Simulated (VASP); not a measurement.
Level of theory: PBEsol GGA, VASP's PBE PAW potentials (set 64) (plane waves; VASP).

A VASP calculation is set up with these files.

INCAR:
```
ALGO  =  Normal
EDIFF  =  1E-6
ENCUT  =  300
GGA  =  PS
ISIF  =  2
ISMEAR  =  -1
LASPH  =  .TRUE.
LCHARG  =  .FALSE.
LMAXMIX  =  6
LREAL  =  .FALSE.
LWAVE  =  .FALSE.
NELM  =  100
PREC  =  Accurate
SIGMA  =  0.1
SYSTEM  =  YAu
```

KPOINTS:
```
Automatic mesh
0
G
  7 7 7
0 0 0
```

### POSCAR
```
YAu
1
    3.5866500000     0.0000000000     0.0000000000
    0.0000000000     3.5866500000     0.0000000000
    0.0000000000     0.0000000000     3.5866500000
Y Au
1 1
Direct
  0.5037660000   0.4995270000   0.5009380000
 -0.0037660000   0.0004730000  -0.0009380000
```

POTCAR, in this order: Y_sv Au (PBE.64 set). Program: vasp_std.

The resulting files:

**OUTCAR**
```
 ion  position               nearest neighbor table
   1  0.504  0.500  0.501-   2 3.08   2 3.09   2 3.09   2 3.10   2 3.12   2 3.12   2 3.12   2 3.13
  LATTYP: Found a simple cubic cell.
 ALAT       =     3.5866500000
 Subroutine PRICEL returns:
 Original cell was already a primitive cell.
 Subroutine GETGRP returns: Found  1 space group operations
The static configuration has the point symmetry C_1 .
The dynamic configuration has the point symmetry C_1 .
 Subroutine INISYM returns: Found  1 space group operations
 Subroutine IBZKPT returns following result:
 Found    172 irreducible k-points:

 Following reciprocal coordinates:
            Coordinates               Weight
  0.000000  0.000000  0.000000      1.000000
  0.142857  0.000000  0.000000      2.000000
  0.000000  0.142857  0.000000      2.000000
  0.000000  0.000000  0.142857      2.000000
  0.285714  0.000000  0.000000      2.000000
  0.000000  0.285714  0.000000      2.000000
  0.000000  0.000000  0.285714      2.000000
  0.428571  0.000000  0.000000      2.000000
  0.000000  0.428571  0.000000      2.000000
  0.000000  0.000000  0.428571      2.000000
  0.142857  0.142857  0.000000      2.000000
  0.000000  0.142857  0.142857      2.000000
  0.142857  0.000000  0.142857      2.000000
 -0.142857  0.142857  0.000000      2.000000
 -0.142857  0.000000  0.142857      2.000000
  0.000000 -0.142857  0.142857      2.000000
  0.285714  0.142857  0.000000      2.000000
  0.000000  0.285714  0.142857      2.000000
  0.142857  0.000000  0.285714      2.000000
 -0.142857  0.285714  0.000000      2.000000
 -0.285714  0.000000  0.142857      2.000000
  0.000000  0.142857  0.285714      2.000000
  0.000000 -0.285714  0.142857      2.000000
 -0.142857  0.000000  0.285714      2.000000
  0.285714  0.000000  0.142857      2.000000
...
```

OSZICAR:
```
       N       E                     dE             d eps       ncg     rms          rms(c)
DAV:   1     0.674459231130E+02    0.67446E+02   -0.85323E+03  5630   0.918E+02
DAV:   2    -0.104404415661E+02   -0.77886E+02   -0.76397E+02  7103   0.221E+02
DAV:   3    -0.133023971519E+02   -0.28620E+01   -0.28465E+01  7256   0.333E+01
DAV:   4    -0.133856119290E+02   -0.83215E-01   -0.83141E-01  6650   0.482E+00
DAV:   5    -0.133873941088E+02   -0.17822E-02   -0.17821E-02  6977   0.572E-01    0.332E+01
DAV:   6    -0.126356502380E+02    0.75174E+00   -0.24343E+00  5160   0.126E+01    0.176E+01
DAV:   7    -0.124876399886E+02    0.14801E+00   -0.60946E-01  6548   0.468E+00    0.736E+00
DAV:   8    -0.124839481768E+02    0.36918E-02   -0.13258E-01  6072   0.275E+00    0.104E+00
DAV:   9    -0.124784631853E+02    0.54850E-02   -0.36007E-02  5671   0.138E+00    0.403E-01
DAV:  10    -0.124783243789E+02    0.13881E-03   -0.14454E-03  5513   0.273E-01    0.779E-02
DAV:  11    -0.124783390352E+02   -0.14656E-04   -0.72156E-05  6004   0.713E-02    0.575E-02
DAV:  12    -0.124783397140E+02   -0.67886E-06   -0.22865E-05  6351   0.347E-02    0.209E-02
DAV:  13    -0.124783390223E+02    0.69173E-06   -0.25152E-06  5337   0.127E-02
   1 F= -.12478339E+02 E0= -.12448914E+02  d E =-.588490E-01
```

File OUTCAR:
```
------------------------ aborting loop because EDIFF is reached ----------------------------------------
  FORCE on cell =-STRESS in cart. coord.  units (eV):
  Direction    XX          YY          ZZ          XY          YZ          ZX
  --------------------------------------------------------------------------------------
  Total       -0.8938867     -0.8925412     -0.8926064     -0.0010700     -0.0002699      0.0021229
  in kB      -31.0403098    -30.9935889    -30.9958527     -0.0371545     -0.0093721      0.0737163
  external PRESSURE =     -31.0099171 kB  Pullay stress =       0.0000000 kB
  volume of cell :       46.14
      direct lattice vectors                 reciprocal lattice vectors
     3.586650000  0.000000000  0.000000000     0.278811705  0.000000000  0.000000000
     0.000000000  3.586650000  0.000000000     0.000000000  0.278811705  0.000000000
     0.000000000  0.000000000  3.586650000     0.000000000  0.000000000  0.278811705
 POSITION                                       TOTAL-FORCE (eV/Angst)
 -----------------------------------------------------------------------------------
      1.80683      1.79163      1.79669        -0.051988      0.006549     -0.012985
      3.57314      0.00170      3.58329         0.051988     -0.006549      0.012985
 -----------------------------------------------------------------------------------
    total drift:                                0.000186     -0.000021      0.000039
  FREE ENERGIE OF THE ION-ELECTRON SYSTEM (eV)
  ---------------------------------------------------
  free  energy   TOTEN  =       -12.4783390223 eV

  energy  without entropy=      -12.4194899748  energy(sigma->0) =      -12.44891450
```
(Selected blocks of OUTCAR.)

At this cut-off the stress carries a Pulay error, which pulls relaxed volumes low.

The structure comes from a computed database's YAu entry; how it stands against other phases isn't given here. The cell was not relaxed at this level, atoms are displaced from their ideal sites.
